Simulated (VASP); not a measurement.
Crystal: Hf.

```
Hf
1.0
     3.19670    0.00000    0.00000
    -1.59835    2.76842    0.00000
     0.00000    0.00000    5.05780
Hf
2
Direct
  0.33333 0.66667 0.25000
  0.66667 0.33333 0.75000
```

| Property | Result |
| --- | --- |
| Program | VASP 6.6.1 |
| Task | relaxation of cell and atoms |
| Functional | PBE |
| Dispersion | D3(BJ) |
| Potentials or basis | VASP PAW PBE potentials, release 64 (Hf_pv) |
| Cutoff | 520 eV |
| k mesh | 15 × 15 × 8 |
| Occupations | gaussian, width 0.1 eV |
| Spin | no spin polarisation |

At the start: pressure -3.0 GPa; volume 22.38 Å³/atom.

Question: Where does the relaxation end?

Answer: Over 19 steps the energy falls by 6.0 meV/atom and the volume is 21.76 Å³/atom (-2.8 %); space group P6_3/mmc (No. 194, to 0.05 Å).

The path:
| step | energy change (eV) | largest force (eV/Å) | pressure (GPa) | volume (Å³) |
| --- | --- | --- | --- | --- |
| 1 | 0.0000 | 0.0000 | -3.04 | 44.76 |
| 2 | 0.0061 | 0.0000 | 4.10 | 42.07 |
| 3 | -0.0120 | 0.0000 | -0.02 | 43.53 |
| 4 | -0.0120 | 0.0000 | 0.05 | 43.50 |
| 5 | -0.0120 | 0.0000 | -0.05 | 43.54 |
| 6 | -0.0120 | 0.0000 | -0.01 | 43.53 |
| 7 | -0.0120 | 0.0000 | 0.00 | 43.53 |
| 8 | -0.0120 | 0.0000 | -0.02 | 43.53 |
| 9 | -0.0120 | 0.0000 | -0.02 | 43.53 |
| 10 | -0.0120 | 0.0000 | -0.02 | 43.53 |
| 11 | -0.0120 | 0.0000 | -0.02 | 43.53 |
| 12 | -0.0120 | 0.0000 | 0.03 | 43.51 |
| 13 | -0.0120 | 0.0000 | 0.01 | 43.52 |
| 14 | -0.0120 | 0.0000 | 0.02 | 43.52 |
| 15 | -0.0120 | 0.0000 | 0.00 | 43.52 |
| 16 | -0.0120 | 0.0000 | -0.01 | 43.52 |
| 17 | -0.0120 | 0.0000 | -0.01 | 43.52 |
| 18 | -0.0120 | 0.0000 | 0.00 | 43.52 |
| 19 | -0.0120 | 0.0000 | 0.00 | 43.52 |

Final structure:
```
CELL_PARAMETERS angstrom
3.16780 0.00000 0.00000
-1.58390 2.74340 0.00000
0.00000 0.00000 5.00790
ATOMIC_POSITIONS crystal
Hf 0.33333 0.66667 0.25000
Hf 0.66667 0.33333 0.75000
```

Caveat: pairwise dispersion overbinds metals, which lowers pressure and volume.
